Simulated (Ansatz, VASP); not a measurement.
# SiNi in two plane-wave programs

Wanted: the spread between two codes on one cell, functional and k mesh. The structure shown is the start of the Ansatz relaxation below; VASP solves that cell, so the two are compared at the walk's first step.

Main program and level: Ansatz 0.2.0; plane waves, with VASP 6.6.1 beside it; single point at PBEsol.

## (1) The structure

It takes space group Pnma (No. 62, orthorhombic). The conventional cell has a = 5.122 Å, b = 3.384 Å, c = 5.557 Å, α = 90.00°, β = 90.00°, γ = 90.00°. Si has 6 Ni at 2.28 to 2.39 Å nearest. Nearest to Ni lie 6 Si at 2.28 to 2.39 Å. Farther neighbours are not listed.

## (2) Ansatz: relaxation, PBEsol

Ansatz runs on its PAW soft_1 files.

The two programs are compared at the cell with which this relaxation starts, whose forces are those of its first step.

input.yaml

```yaml
crystal:
  lattice:
    - [5.1221129113, 0.0, 0.0]
    - [0.0, 3.3836711189, 0.0]
    - [0.0, 0.0, 5.5566846107]
  atoms:
    - { symbol: Si, position: [0.3213446718, 0.75, 0.0868637443] }
    - { symbol: Si, position: [0.1786553282, 0.25, 0.5868637443] }
    - { symbol: Si, position: [0.8213446718, 0.75, 0.4131362557] }
    - { symbol: Si, position: [0.6786553282, 0.25, 0.9131362557] }
    - { symbol: Ni, position: [0.0093428295, 0.25, 0.18727988] }
    - { symbol: Ni, position: [0.4906571705, 0.75, 0.68727988] }
    - { symbol: Ni, position: [0.5093428295, 0.25, 0.31272012] }
    - { symbol: Ni, position: [0.9906571705, 0.75, 0.81272012] }
kpoints:
  mp_grid: { grid: [8, 12, 6] }
hamiltonian:
  xc: pbesol
  pseudopotentials: { kind: paw, azcp: { folder: soft_1 }, xc_functional: pbe }
scf:
  occupations: { method: methfessel_paxton, width: 0.2 }
output:
  forces: true
  stress: true
  eigenvalues: true
relax:
  adjacent_minimum: "off"
  f_tol: 0.001
  max_steps: 60
  cell: { stress_tol: 0.01, fix: [volume] }
```

Started as:

```
ansatz run input.yaml --threads 4 --pin off --max-ram 16384MiB --backend cpu --events-out ev --progress --plain --runs-dir out
```

Numbers of over 12 decimals in the logs are rounded to 6 here.

Output:

```text
Engine: ansatz 0.2.0, aarch64-unknown-linux-gnu
Pseudopotentials: kind: paw
Pseudopotential: Si, paw, valence charge 4, recommended cutoff 420 eV (normal), soft_1/Si.paw.azcp
Pseudopotential: Ni, paw, valence charge 18, recommended cutoff 420 eV (normal), soft_1/Ni.paw.azcp
Functional definition: PBEsol
  exchange = pbesol_x
  correlation = pbesol_c
Crystal: 8 atoms, lattice volume = 96.306 Å³
Basis set: ecut = 420 eV, 1889 PW (Γ), exchange–correlation on 72×48×80 points (8 copies of the dense FFT grid, shifted against one another)
Bands: 53, of which v1, the nominal top of the filled ones, is band 44 counted from 1 (43 counted from 0)
Symmetry: 8 space group operations
Space group: Pnma (ITA 62), of the structure as read, at distance tolerance 4.6e-5 Å
k-points: 140 of 576
Non-local potential: Si, projectors of the file, l = 0: 2, l = 1: 2, l = 2: 1
Non-local potential: Ni, projectors of the file, l = 0: 3, l = 1: 2, l = 2: 3, l = 3: 1
PAW form: soft (Blöchl's): semilocal exchange-correlation on the pseudo side does not see the compensation charge
PAW frozen core: Si, regenerated for the run's functional, and the local potential with it (the file was generated under x = pbe(κ = 0.804, μ = 0.219515), c = pbe(β = 0.066725))
PAW frozen core: Ni, regenerated for the run's functional, and the local potential with it (the file was generated under x = pbe(κ = 0.804, μ = 0.219515), c = pbe(β = 0.066725))
PAW one-centre angular grid: Si, 110 points (default); XC on 64 Gauss nodes
PAW one-centre angular grid: Ni, 590 points (default); XC on 64 Gauss nodes
Initial density: superposition of atomic densities (chi_scale 0.1, normalization cell, long waves kept (reshape's long-wave potential 0.00 eV rms))
Initial wavefunctions: pseudopotential atomic-orbital guess
Functional: x = pbesol(κ = 0.804, μ = 0.123457), c = pbesol(β = 0.046)
SCF iter   1: F=—  HF=-25712.267231 eV  |F-HF|=—  |Δ(HF+E_count)|=         —  Δρ=8.08e-2  dr2=7.55e0  ethr=3.10e-3  ⟨swp⟩=7.2  Hψ=29226  notcnv=0
preconditioner: auto → Kerker (q_TF=auto, 2.688 Å⁻¹)  [metal: Δε(μ)=0.007 eV  Ē_g=7.497 eV  σ=0.200 eV  W_gap=0.03  n_scr=34 (ndim 8)  ℏωp=28.3 eV  f_vac=0.000  D(μ)=1.23/eV (n_scr^D=4)]
SCF iter   2: F=—  HF=-25711.252041 eV  |F-HF|=—  |Δ(HF+E_count)|=    1.02e0  S|Δr|=    0.00e0  Δρ=3.54e-2  dr2=2.04e0  ethr=3.10e-3  ⟨swp⟩=2.3  Hψ=10200  notcnv=0  defer=319
SCF iter   3: F=—  HF=-25710.687836 eV  |F-HF|=—  |Δ(HF+E_count)|=   5.64e-1  S|Δr|=    0.00e0  Δρ=2.04e-2  dr2=4.53e-1  ethr=2.31e-3  ⟨swp⟩=2.4  Hψ=11776  notcnv=0  defer=319
SCF iter   4: F=—  HF=-25710.610272 eV  |F-HF|=—  |Δ(HF+E_count)|=   7.76e-2  S|Δr|=    0.00e0  Δρ=6.06e-3  dr2=2.11e-2  ethr=5.15e-4  ⟨swp⟩=2.7  Hψ=12054  notcnv=0  defer=291
SCF iter   5: F=—  HF=-25710.609290 eV  |F-HF|=—  |Δ(HF+E_count)|=   9.82e-4  S|Δr|=    0.00e0  Δρ=1.32e-3  dr2=1.77e-3  ethr=2.40e-5  ⟨swp⟩=1.9  Hψ=10202  notcnv=0  defer=291
SCF iter   6: F=—  HF=-25710.609425 eV  |F-HF|=—  |Δ(HF+E_count)|=   1.35e-4  S|Δr|=    0.00e0  Δρ=5.41e-4  dr2=2.80e-4  ethr=2.01e-6  ⟨swp⟩=2.2  Hψ=12791  notcnv=0  defer=291
SCF iter   7: F=—  HF=-25710.609410 eV  |F-HF|=—  |Δ(HF+E_count)|=   1.50e-5  S|Δr|=    0.00e0  Δρ=9.52e-5  dr2=9.25e-6  ethr=3.18e-7  ⟨swp⟩=2.5  Hψ=10651  notcnv=0  defer=291
SCF iter   8: F=—  HF=-25710.609398 eV  |F-HF|=—  |Δ(HF+E_count)|=   1.19e-5  S|Δr|=    0.00e0  Δρ=2.47e-5  dr2=4.75e-7  ethr=1.05e-8  ⟨swp⟩=2.5  Hψ=10727  notcnv=0  defer=291
SCF iter   9: F=-25710.609398 eV  HF=-25710.609398 eV  |F-HF|=6.12e-9  |Δ(HF+E_count)|=   1.41e-7  S|Δr|=    0.00e0  Δρ=3.42e-6  dr2=9.68e-9  ethr=1.14e-10  ⟨swp⟩=10.7  Hψ=34185  notcnv=0
SCF 1 converged in 9 iterations: F = -25710.609398 eV  dr2 = 9.68e-9
  greatest PAW one-centre occupation: 1.001 electrons in one spin orbital (limit 2), on the Ni atom at site 6 (counted from 0), in its partial waves of l = 1
relax step   1: F+E_penalty+E_count = -25710.60939830 eV  Δ(F+E_penalty+E_count) = +0.000e0 eV  max|allowed force component| = 4.140e-2 eV/Å  Δτ_max = 0.0000 Å  P = -3.688 GPa  Ω = 96.306 Å³  fix = [volume]  reactions: volume -3.688 GPa  (9 SCF iters, dr2 threshold 1.00e-7 eV, accepted)
[...]
relax step   5: F+E_penalty+E_count = -25710.61074341 eV  Δ(F+E_penalty+E_count) = -6.959e-7 eV  max|allowed force component| = 7.478e-5 eV/Å  Δτ_max = 0.0002 Å  P = -3.466 GPa  Ω = 96.306 Å³  fix = [volume]  reactions: volume -3.466 GPa  (5 SCF iters, dr2 threshold 8.98e-11 eV, accepted)
[...]
relax step   6: F+E_penalty+E_count = -25710.61074448 eV  Δ(F+E_penalty+E_count) = -1.070e-6 eV  max|allowed force component| = 7.077e-5 eV/Å  Δτ_max = 0.0000 Å  P = -3.466 GPa  Ω = 96.306 Å³  fix = [volume]  reactions: volume -3.466 GPa  stress off target by 1.18e-3 GPa on what of the cell is left free  SCF on the basis re-selected at this cell (its energy is not comparable with the rows above)  (7 SCF iters)
basis re-selected at this cell: Δ(F+E_penalty+E_count) = -1.070e-6 eV, ΔP = +0.000 GPa vs the last step (what re-selecting the basis moved, of the pressure what is left beyond the Pulay correction that the steps carried, after the strain that the cell walked since its last selection, with what the two solves' SCF thresholds leave and, on support functions, any second-order correction that the steps lacked; it is no m [...]
SCF converged after 7 iterations
Stability not checked: this state was not tested for a lower state beside it, because cold or Methfessel-Paxton smearing, or corrected tetrahedra, fill the levels in a way that the test cannot read (fill_not_monotonic; see scf.lower_state_search)
Free energy (F): -25710.610744 eV
Harris-Foulkes:  -25710.610744 eV  (|F-HF|=1.46e-11)
Internal energy: -25710.616362 eV  (E = F + TS)
E sigma→0 (E₀):  -25710.612149 eV
Entropy (-TS):   0.005617 eV (0.702 meV/atom)
Fermi energy:    14.617418 eV
--- Per-component energies (eV) ---
  E_band       = -1310.485267
  E_kinetic    = 1543.994215
  E_local      = -15019.338900  (includes V_loc(G=0)·N_el)
  E_nonlocal   = -381.133507
  E_hartree    = 7859.792425
  E_xc         = -682.711212
  E_vxc        = -786.478305  (∫ρ·V_xc dr)
  E_paw        = -8474.518778  (= ΣΔE_a)
  E_vpaw       = -2387.117173  (= ΣTr[D̂ρ^β])
  E_aug_tail   = 0.003691  (compensation charges beyond the density's cutoff)
  E_ewald      = -10557.619696
  E_core_change = 0.915400  (= ΣΔE_core)
  E_smearing   = 0.005617  (= −TS)
  E_closure    = 0.000000  (closes the sum)
  Σ components = -25710.610744   (vs F -25710.610744, Δ=0.00e0)
--- Forces (eV/Å), atoms counted from 1 ---
  atom   1  Si    -0.00006615    -0.00000000    -0.00005753
  atom   2  Si     0.00006615     0.00000000    -0.00005753
  atom   3  Si    -0.00006615    -0.00000000     0.00005753
  atom   4  Si     0.00006615     0.00000000     0.00005753
  atom   5  Ni    -0.00007077     0.00000000     0.00000269
  atom   6  Ni     0.00007077     0.00000000     0.00000269
  atom   7  Ni    -0.00007077    -0.00000000    -0.00000269
  atom   8  Ni     0.00007077    -0.00000000    -0.00000269
  max |Σ_I F_I| component: 6.94e-18 eV/Å
--- Stress (GPa, compression-positive) ---
       -3.467237       0.000000       0.000000
        0.000000      -3.465581       0.000000
        0.000000       0.000000      -3.465349
  P = ⅓ Tr σ = -3.4661 GPa (-34.661 kbar)
--- Band table (eV; the first three rows and the last of 140) ---
  k-point 0: bands = [... 40 lower, 12.7783, 13.3336, 13.4551, 13.6711, 15.2523, 15.9294, 17.9473, 18.3612, ... 5 higher]
  k-point 1: bands = [... 40 lower, 12.9900, 13.3186, 13.6655, 13.7627, 15.4704, 16.2728, 17.3574, 18.5918, ... 5 higher]
  k-point 2: bands = [... 40 lower, 13.0384, 13.2214, 13.8087, 14.5440, 15.3987, 16.4218, 17.0645, 17.9831, ... 5 higher]
  k-point 139: bands = [... 40 lower, 12.6965, 12.6965, 12.6965, 12.6965, 17.1738, 17.1738, 17.1738, 17.1738, ... 5 higher]
--- Relaxed structure (5 steps of the walk, 5 accepted, 1 SCFs on fresh bases) ---
  F+E_penalty+E_count = -25710.61074448 eV   max|allowed force component| = 7.077e-5 eV/Å   (the final SCF, on the basis selected at the relaxed cell)
  cell:  # Å, volume = 96.3059 Å³
    - [5.122691, 0, 0]
    - [0, 3.375322, 0]
    - [0, 0, 5.569801]
  atoms:
    - { symbol: Si, position: [0.320283, 0.750000, 0.085919] }
    - { symbol: Si, position: [0.179717, 0.25, 0.585919] }
    - { symbol: Si, position: [0.820283, 0.750000, 0.414081] }
    - { symbol: Si, position: [0.679717, 0.25, 0.914081] }
    - { symbol: Ni, position: [0.00846087, 0.25, 0.188298] }
    - { symbol: Ni, position: [0.491539, 0.750000, 0.688298] }
    - { symbol: Ni, position: [0.508461, 0.25, 0.311702] }
    - { symbol: Ni, position: [0.991539, 0.750000, 0.811702] }
```

The column dr2 measures how far the density is from self-consistency, as an energy; F and HF (Harris–Foulkes) agree once it is small.

## (3) VASP: single point, PBEsol, start cell, pair 1

The same cell, functional, mesh and smearing now go to VASP, with its own data sets.

Lines of VASP's logs that name or quote its potential files are left out, and so is its time.

INCAR

```
SYSTEM = SiNi
PREC = Accurate
ENCUT = 520
EDIFF = 1E-06
NELM = 120
ISMEAR = 1
SIGMA = 0.2
LREAL = .FALSE.
ALGO = Normal
GGA = PS
NBANDS = 36
LASPH = .TRUE.
LORBIT = 11
LWAVE = .FALSE.
LCHARG = .FALSE.
ISIF = 2
GGA_COMPAT = .FALSE.
KPAR = 2
```

POSCAR

```
SiNi
1.0
    5.1221130000      0.0000000000      0.0000000000
    0.0000000000      3.3836710000      0.0000000000
    0.0000000000      0.0000000000      5.5566850000
Si Ni
4 4
Direct
    0.3213447263      0.7499999261      0.0868636606
    0.1786553713      0.2500000739      0.5868637506
    0.8213446287      0.7499999261      0.4131362494
    0.6786552737      0.2500000739      0.9131361594
    0.0093428239      0.2500000739      0.1872798260
    0.4906570784      0.7499999261      0.6872799160
    0.5093427263      0.2500000739      0.3127200840
    0.9906571761      0.7499999261      0.8127199940
```

KPOINTS

```
Automatic mesh
0
Gamma
8 12 6
0 0 0
```

PAW data sets: Si and Ni (PBE family, release 64).

Started as:

```
mpirun -np 2 vasp_std
```

Output:

```text
[banner, memory and clock lines left out]
running    2 mpi-ranks, on    1 nodes
 distrk:  each k-point on    1 cores,    2 groups
 distr:  one band on    1 cores,    1 groups

 POSCAR found type information on POSCAR SiNi
 POSCAR found :  2 types and       8 ions
|                                                                             |
|               ----> ADVICE to this user running VASP <----                  |
|                                                                             |
|     You enforced a specific xc type in the INCAR file but a different       |
|     [... a line on the potential file left out ...]
|     I HOPE YOU KNOW WHAT YOU ARE DOING!                                     |
|                                                                             |

 LDA part: xc-table for (Slater+PW92), standard interpolation
 POSCAR, INCAR and KPOINTS ok, starting setup
 FFT: planning ... GRIDC
 FFT: planning ... GRID_SOFT
 FFT: planning ... GRID
 WAVECAR not read
 entering main loop
       N       E                     dE             d eps       ncg     rms          rms(c)
DAV:   1     0.365358598314E+03    0.36536E+03   -0.24456E+04 10080   0.183E+03
DAV:   2    -0.279373343278E+02   -0.39330E+03   -0.38002E+03 10080   0.379E+02
DAV:   3    -0.588705184198E+02   -0.30933E+02   -0.29932E+02 11032   0.128E+02
DAV:   4    -0.600518889423E+02   -0.11814E+01   -0.11702E+01 12432   0.225E+01
DAV:   5    -0.600893619346E+02   -0.37473E-01   -0.37450E-01 12568   0.389E+00    0.295E+01
DAV:   6    -0.702691155075E+02   -0.10180E+02   -0.17589E+02 11732   0.189E+02    0.383E+01
DAV:   7    -0.521842799858E+02    0.18085E+02   -0.51823E+01 11764   0.116E+02    0.665E+00
DAV:   8    -0.523818431310E+02   -0.19756E+00   -0.82322E+00 14832   0.218E+01    0.398E+00
DAV:   9    -0.522522184213E+02    0.12962E+00   -0.70865E-01 12036   0.111E+01    0.850E-01
DAV:  10    -0.522492393851E+02    0.29790E-02   -0.30518E-02 12040   0.194E+00    0.494E-01
DAV:  11    -0.522475850852E+02    0.16543E-02   -0.55294E-03 14776   0.869E-01    0.142E-01
DAV:  12    -0.522475471647E+02    0.37920E-04   -0.30259E-04 11368   0.123E-01    0.695E-02
DAV:  13    -0.522475087764E+02    0.38388E-04   -0.69096E-05 15612   0.829E-02    0.257E-02
DAV:  14    -0.522475077849E+02    0.99150E-06   -0.17779E-05 13536   0.252E-02    0.603E-03
DAV:  15    -0.522475076602E+02    0.12472E-06   -0.11801E-06  6008   0.147E-02
   1 F= -.52247508E+02 E0= -.52249169E+02  d E =0.498538E-02
```

OUTCAR, selected parts (step 3):

```text
ion  position               nearest neighbor table
   1  0.321  0.750  0.087-   8 2.28   7 2.32   7 2.32   6 2.38   5 2.39   5 2.39   4 2.67   4 2.67
                             3 3.14   3 3.14
   2  0.179  0.250  0.587-   7 2.28   8 2.32   8 2.32   5 2.38   6 2.39   6 2.39   3 2.67   3 2.67
                             4 3.14   4 3.14
   3  0.821  0.750  0.413-   6 2.28   5 2.32   5 2.32   8 2.38   7 2.39   7 2.39   2 2.67   2 2.67
                             1 3.14   1 3.14
   4  0.679  0.250  0.913-   5 2.28   6 2.32   6 2.32   7 2.38   8 2.39   8 2.39   1 2.67   1 2.67
                             2 3.14   2 3.14
   5  0.009  0.250  0.187-   4 2.28   3 2.32   3 2.32   2 2.38   1 2.39   1 2.39   7 2.65   7 2.65
                             8 2.68   8 2.68
   6  0.491  0.750  0.687-   3 2.28   4 2.32   4 2.32   1 2.38   2 2.39   2 2.39   8 2.65   8 2.65
                             7 2.68   7 2.68
   7  0.509  0.250  0.313-   2 2.28   1 2.32   1 2.32   4 2.38   3 2.39   3 2.39   5 2.65   5 2.65
                             6 2.68   6 2.68
   8  0.991  0.750  0.813-   1 2.28   2 2.32   2 2.32   3 2.38   4 2.39   4 2.39   6 2.65   6 2.65
                             5 2.68   5 2.68

  LATTYP: Found a simple orthorhombic cell.
 ALAT       =     3.3836710000
 B/A-ratio  =     1.5137739455
 C/A-ratio  =     1.6422060537

 Subroutine GETGRP returns: Found  8 space group operations
 (whereof  2 operations were pure point group operations)

The static configuration has the point symmetry S_2 .
 The point group associated with its full space group is D_2h.

 Found    140 irreducible k-points:

   k-points           NKPTS =    140   k-points in BZ     NKDIM =    140   number of bands    NBANDS=     36

   dimension x,y,z NGX =    40 NGY =   28 NGZ =   42
   dimension x,y,z NGXF=    80 NGYF=   56 NGZF=   84

   ENCUT  =  520.0 eV  38.22 Ry    6.18 a.u.   9.52  6.29 10.33*2*pi/ulx,y,z

   NELECT =      56.0000    total number of electrons

 k-points in reciprocal lattice and weights: Automatic mesh
   0.00000000  0.00000000  0.00000000       0.002
   0.12500000  0.00000000  0.00000000       0.003
   0.25000000  0.00000000  0.00000000       0.003
   0.37500000  0.00000000  0.00000000       0.003
   0.50000000  0.00000000  0.00000000       0.002
   0.00000000  0.08333333  0.00000000       0.003
   0.12500000  0.08333333  0.00000000       0.007
   0.25000000  0.08333333  0.00000000       0.007
   0.37500000  0.08333333  0.00000000       0.007
[...]
0.37500000  0.50000000  0.50000000       0.003
   0.50000000  0.50000000  0.50000000       0.002

 average (electrostatic) potential at core
       1 -79.0548       2 -79.0548       3 -79.0548       4 -79.0548       5 -81.4089
       6 -81.4090       7 -81.4090       8 -81.4090

 E-fermi :  10.4189

 k-point     1 :       0.0000    0.0000    0.0000
  band No.  band energies     occupation
    ...
     24       8.4246      2.00000
     25       8.6568      2.00000
     26       9.1217      2.00000
     27       9.2732      2.00000
     28       9.4904      2.00000
     29      11.0532     -0.00007
     30      11.7262     -0.00000
     31      13.7109     -0.00000
     32      14.1698     -0.00000
     33      14.3471     -0.00000
    ...

 k-point     2 :       0.1250    0.0000    0.0000
  band No.  band energies     occupation
    ...
     24       8.4318      2.00000
     25       8.6114      2.00000
     26       9.1723      2.00000
     27       9.3692      2.00000
     28       9.5137      2.00000
     29      11.5184     -0.00000
     30      11.9248     -0.00000
     31      13.5349     -0.00000
     32      14.2662     -0.00000
     33      14.3426     -0.00000
    ...

 k-point     3 :       0.2500    0.0000    0.0000
  band No.  band energies     occupation
    ...
     24       8.4343      2.00000
     25       8.5315      2.00000
     26       8.9241      2.00000
     27       9.8150      2.00017
     28       9.9194      2.00234
     29      12.3838     -0.00000
     30      12.5763     -0.00000
     31      12.9921     -0.00000
     32      14.2142     -0.00000
     33      14.5211      0.00000
    ...

  Total       -2.1176508     -2.1538421     -2.0296673      0.0000000      0.0000000      0.0000000
  in kB      -35.2299374    -35.8320277    -33.7662150      0.0000000      0.0000000      0.0000000
  external PRESSURE =     -34.9427267 kB  Pullay stress =       0.0000000 kB

  energy-cutoff  :      520.00
  volume of cell :       96.31
      direct lattice vectors                 reciprocal lattice vectors
     5.122113000  0.000000000  0.000000000     0.195231929  0.000000000  0.000000000
     0.000000000  3.383671000  0.000000000     0.000000000  0.295537007  0.000000000
     0.000000000  0.000000000  5.556685000     0.000000000  0.000000000  0.179963413

 POSITION                                       TOTAL-FORCE (eV/Angst)
 -----------------------------------------------------------------------------------
      1.64596      2.53775      0.48267        -0.028532      0.000000     -0.014595
      0.91509      0.84592      3.26102         0.028532      0.000000     -0.014595
      4.20702      2.53775      2.29567        -0.028532     -0.000000      0.014595
      3.47615      0.84592      5.07401         0.028532      0.000000      0.014595
      0.04785      0.84592      1.04065        -0.019496      0.000000      0.038386
      2.51320      2.53775      3.81900         0.019496     -0.000000      0.038386
      2.60891      0.84592      1.73769        -0.019496     -0.000000     -0.038386
      5.07426      2.53775      4.51603         0.019496     -0.000000     -0.038386
 -----------------------------------------------------------------------------------
    total drift:                                0.000029     -0.000035     -0.000002

  FREE ENERGIE OF THE ION-ELECTRON SYSTEM (eV)
  ---------------------------------------------------
  free  energy   TOTEN  =       -52.2475076602 eV

  energy  without entropy=      -52.2524930435  energy(sigma->0) =      -52.24916945

 total charge
# of ion       s       p       d       tot
------------------------------------------
    1        0.760   0.850   0.000   1.609
    2        0.760   0.850   0.000   1.609
    3        0.760   0.850   0.000   1.609
    4        0.760   0.850   0.000   1.609
    5        0.506   0.653   8.455   9.613
    6        0.506   0.653   8.455   9.613
    7        0.506   0.653   8.455   9.613
    8        0.506   0.653   8.455   9.613
--------------------------------------------------
tot          5.063   6.010  33.818  44.891

[... 3 further parts left out ...]
```

This run has no spin polarisation, so a moment on Ni, if there is one, isn't seen.

## (4) Comparison

Known differences besides the potentials themselves: the data sets hold 88 valence electrons in Ansatz (on its PAW soft_1 files) and 56 in VASP; the cutoff is 420 eV in Ansatz and 520 eV in VASP; Ansatz makes its cores anew for this functional, VASP keeps those of its PBE data sets. Total energies have different zeros and are not compared.

Forces (eV/Å; atoms numbered as in POSCAR):

```csv
atom,"Ansatz x, y, z","VASP x, y, z"
Si1,"-0.030, 0.000, -0.019","-0.029, 0.000, -0.015"
Si2,"0.030, 0.000, -0.019","0.029, 0.000, -0.015"
Si3,"-0.030, 0.000, 0.019","-0.029, 0.000, 0.015"
Si4,"0.030, 0.000, 0.019","0.029, 0.000, 0.015"
Ni5,"-0.033, 0.000, 0.041","-0.019, 0.000, 0.038"
Ni6,"0.033, 0.000, 0.041","0.019, 0.000, 0.038"
Ni7,"-0.033, 0.000, -0.041","-0.019, 0.000, -0.038"
Ni8,"0.033, 0.000, -0.041","0.019, 0.000, -0.038"
```

The forces differ by 5.9 meV/Å r.m.s., which is 27.1 % of the r.m.s. force of 0.022 eV/Å (both taken over all components).

[end of part 1 of 2]

[Lines on the potential files, build, host, timing and source positions are cut from VASP's logs without a mark.]

[Logs are printed without paths, hosts, clocks, repeated set-up lines and the standing remarks that a program may print on its own settings, such as how far it seeks lower states.]

[Hosts, paths, dates, database ids (printed as entryN), source tags and the programs' standing remarks are cut or masked in the printed files.]
